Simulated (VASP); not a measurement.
Output of a VASP run:

### OSZICAR
```
...
DAV:   4    -0.166978192374E+02    0.34814E-04   -0.15867E-04  2771   0.932E-02    0.258E-02
DAV:   5    -0.166978161921E+02    0.30452E-05   -0.10140E-05  2841   0.246E-02    0.851E-03
DAV:   6    -0.166978161370E+02    0.55163E-07   -0.17087E-06  1672   0.120E-02
   2 F= -.10505807E+02 E0= -.10505927E+02  d E =-.336177E-02
       N       E                     dE             d eps       ncg     rms          rms(c)
DAV:   1    -0.166980757239E+02   -0.25953E-03   -0.41355E-03  2470   0.441E-01    0.433E-02
DAV:   2    -0.166980698656E+02    0.58582E-05   -0.15678E-04  2890   0.873E-02    0.209E-02
DAV:   3    -0.166980642858E+02    0.55798E-05   -0.11047E-05  2855   0.247E-02    0.744E-03
DAV:   4    -0.166980639413E+02    0.34449E-06   -0.14283E-06  1714   0.897E-03
   3 F= -.10505836E+02 E0= -.10505942E+02  d E =-.339055E-02
       N       E                     dE             d eps       ncg     rms          rms(c)
DAV:   1    -0.166571990503E+02    0.40865E-01   -0.37831E-01  2407   0.519E+00    0.713E-01
DAV:   2    -0.166463660156E+02    0.10833E-01   -0.57610E-02  2484   0.253E+00    0.355E-01
DAV:   3    -0.166446466969E+02    0.17193E-02   -0.37548E-03  2785   0.656E-01    0.149E-01
DAV:   4    -0.166442066736E+02    0.44002E-03   -0.24486E-03  2561   0.295E-01    0.498E-02
DAV:   5    -0.166441942470E+02    0.12427E-04   -0.67745E-05  2764   0.731E-02    0.384E-02
DAV:   6    -0.166441958393E+02   -0.15923E-05   -0.15836E-05  2841   0.277E-02    0.380E-03
DAV:   7    -0.166441958407E+02   -0.14511E-08   -0.56570E-07  1487   0.608E-03
   4 F= -.10506708E+02 E0= -.10506745E+02  d E =-.872029E-03
       N       E                     dE             d eps       ncg     rms          rms(c)
DAV:   1    -0.166631575991E+02   -0.18962E-01   -0.38382E-02  2407   0.165E+00    0.225E-01
DAV:   2    -0.166620592416E+02    0.10984E-02   -0.58145E-03  2498   0.808E-01    0.116E-01
DAV:   3    -0.166618862780E+02    0.17296E-03   -0.37799E-04  2792   0.207E-01    0.501E-02
DAV:   4    -0.166618410050E+02    0.45273E-04   -0.25213E-04  2554   0.949E-02    0.160E-02
DAV:   5    -0.166618396926E+02    0.13123E-05   -0.75342E-06  2771   0.240E-02    0.122E-02
DAV:   6    -0.166618398530E+02   -0.16033E-06   -0.15177E-06  1487   0.920E-03
   5 F= -.10506954E+02 E0= -.10507014E+02  d E =-.111806E-02
       N       E                     dE             d eps       ncg     rms          rms(c)
DAV:   1    -0.166626212920E+02   -0.78160E-03   -0.29125E-03  2421   0.390E-01    0.312E-02
DAV:   2    -0.166625957077E+02    0.25584E-04   -0.93346E-05  2940   0.719E-02    0.166E-02
DAV:   3    -0.166625895608E+02    0.61469E-05   -0.17515E-05  2792   0.363E-02    0.742E-03
DAV:   4    -0.166625886657E+02    0.89508E-06   -0.22750E-06  1887   0.132E-02
   6 F= -.10507043E+02 E0= -.10507119E+02  d E =-.885636E-04
       N       E                     dE             d eps       ncg     rms          rms(c)
DAV:   1    -0.166648951784E+02   -0.23056E-02   -0.25169E-02  2421   0.115E+00    0.914E-02
DAV:   2    -0.166646733691E+02    0.22181E-03   -0.80304E-04  2961   0.210E-01    0.487E-02
DAV:   3    -0.166646198471E+02    0.53522E-04   -0.15236E-04  2806   0.107E-01    0.219E-02
DAV:   4    -0.166646124141E+02    0.74330E-05   -0.20227E-05  2890   0.389E-02    0.103E-02
DAV:   5    -0.166646118491E+02    0.56504E-06   -0.20840E-06  1759   0.113E-02
   7 F= -.10507141E+02 E0= -.10507256E+02  d E =-.187256E-03
```

### OUTCAR
```
------------------------ aborting loop because EDIFF is reached ----------------------------------------
  FORCE on cell =-STRESS in cart. coord.  units (eV):
  Direction    XX          YY          ZZ          XY          YZ          ZX
  --------------------------------------------------------------------------------------
  Total        6.1592433      6.1592474      6.1608799      0.0000000      0.0000000     -0.0000000
  in kB      200.0575796    200.0577119    200.1107372      0.0000000      0.0000000     -0.0000000
  external PRESSURE =       0.0753429 kB  Pullay stress =     200.0000000 kB
  volume of cell :       49.33
      direct lattice vectors                 reciprocal lattice vectors
     1.825386048 -3.161662424 -0.000000000     0.273914661 -0.158144651  0.000000000
     1.825386048  3.161662424  0.000000000     0.273914661  0.158144651  0.000000000
     0.000000000  0.000000000  4.273490230     0.000000000 -0.000000000  0.234000769
 POSITION                                       TOTAL-FORCE (eV/Angst)
 -----------------------------------------------------------------------------------
      0.00000     -0.00000     -0.00000        -0.000000      0.000000     -0.000000
      1.82539      1.05389      1.23088        -0.000000      0.000000      0.005307
      1.82539     -1.05389      3.04261         0.000000     -0.000000     -0.005307
 -----------------------------------------------------------------------------------
    total drift:                                0.000000     -0.000000      0.000000
  FREE ENERGIE OF THE ION-ELECTRON SYSTEM (eV)
  ---------------------------------------------------
  free  energy   TOTEN  =       -16.6646118491 eV

  energy  without entropy=      -16.6649558539  energy(sigma->0) =      -16.66472652
  enthalpy is  TOTEN    =       -10.5071412221 eV   P V=        6.1574706270

 reached required accuracy - stopping structural energy minimisation
```
(Selected blocks of OUTCAR.)

### POSCAR
```
PtSe2
1
    1.8183428603    -3.1494627466     0.0000000000
    1.8183428603     3.1494627466    -0.0000000000
   -0.0000000000     0.0000000000     4.3291455557
Pt Se
1 2
Direct
  0.0000000000   1.0000000000   0.0000000000
  0.3333330000   0.6666670000   0.2858765850
  0.6666670000   0.3333330000   0.7141234150
```

Question: Write an INCAR and KPOINTS that could have produced this output.

Answer: One answer among several that fit: the input of the run itself, LDA (Ceperley-Alder, Perdew-Zunger), plane waves, VASP's LDA PAW potentials (set 64).

INCAR:
```
# general
SYSTEM  = PtSe2
PREC    = Accurate
ENCUT   = 500   # plane-wave cut-off (eV)
LREAL   = .FALSE.
LASPH   = .TRUE.   # aspherical one-centre terms

# electronic loop
EDIFF   = 1E-6   # SCF stop (eV)
NELM    = 100   # most electronic steps
ALGO    = Normal
LMAXMIX = 6

# smearing
ISMEAR  = 1   # Methfessel-Paxton
SIGMA   = 0.1

# ions
IBRION  = 2   # conjugate gradients
NSW     = 40   # most ionic steps
ISIF    = 3   # ions, shape and volume
EDIFFG  = -0.02   # ionic stop
PSTRESS = 200

# output
LWAVE   = .FALSE.
LCHARG  = .FALSE.
```

KPOINTS:
```
Automatic mesh
0
Gamma
10 10 7
0 0 0
```

POTCAR, in this order: Pt Se (LDA.64 set). Program: vasp_std.

The compound is PtSe2 in the 1T layered structure. This run relaxes it under an external pressure of 20 GPa. Symmetry was kept, so distortions that lower it aren't found.
